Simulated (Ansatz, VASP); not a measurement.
**Si3B in VASP and in Ansatz**

```
Si B
1.0
     3.66044    0.00000    0.00000
     0.00000    3.66044    0.00000
     0.00000    0.00000    3.66044
Si B
3 1
Direct
  0.50000 0.00000 0.00000
  0.00000 0.50000 0.00000
  0.00000 0.00000 0.50000
  0.50000 0.50000 0.50000
```

Alike in both runs: functional PBE; k mesh 12 × 12 × 12; occupations gaussian, width 0.1 eV; no spin polarisation.

Ansatz relaxed the structure, and its values are those at the end. VASP's run is a single point on that final structure, the one shown.

|  | VASP | Ansatz |
| --- | --- | --- |
| version | VASP 6.6.1 | Ansatz 0.2.0 |
| potentials or method | VASP PAW PBE potentials, release 64 (Si, B) | scalar-relativistic, plane waves, PAW |
| plane-wave cutoff (eV) | 520 | 420 |
| valence electrons in the cell | 15 | 15 |

```tsv
	VASP	Ansatz	Ansatz less VASP
gap on the k mesh at the Fermi level (eV)	none	none	-
pressure (GPa)	-0.1	0.0	+0.06
```

A gap of «none» marks a metal or a gap that the smearing closes. The functional is the same, so the differences come from potentials, cutoffs and numerics.
